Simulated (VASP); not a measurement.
Method: LDA (Ceperley-Alder, Perdew-Zunger), VASP's LDA PAW potentials (set 64) (plane waves; VASP).

The input files of a VASP run:

### KPOINTS
```
Automatic mesh
0
Gamma
7 7 7
0 0 0
```

### INCAR
```
SYSTEM = CaF2
PREC = Accurate
ENCUT = 620
EDIFF = 1E-6
NELM = 100
ALGO = Normal
LREAL = .FALSE.
LASPH = .TRUE.
ISMEAR = 0
SIGMA = 0.05
LWAVE = .FALSE.
LCHARG = .FALSE.
IBRION = 2
ISIF = 3
NSW = 40
EDIFFG = -0.02
PSTRESS = 100
```

**POSCAR**
```
CaF2
1.0
  0.0000000000   2.6275044547   2.6275044547
  2.6275044547   0.0000000000   2.6275044547
  2.6275044547   2.6275044547   0.0000000000
Ca F
1 2
Cartesian
  0.0000000000   0.0000000000   0.0000000000
  1.3137522273   1.3137522273   1.3137522273
  3.9412566820   3.9412566820   3.9412566820
```

POTCAR, in this order: Ca_sv F (LDA.64 set). Program: vasp_std.

Q: What will the output report for the number of irreducible k-points (NKPTS), largest plane-wave count, number of space-group operations, FFT grid (NGX, NGY, NGZ)?

A: 
- number of irreducible k-points (NKPTS) = 20
- largest plane-wave count = 1299
- number of space-group operations = 48
- FFT grid (NGX, NGY, NGZ) = 30 × 30 × 30

The compound is CaF2 in the fluorite structure. This run relaxes it under an external pressure of 10 GPa. Symmetry was kept, so distortions that lower it aren't found.
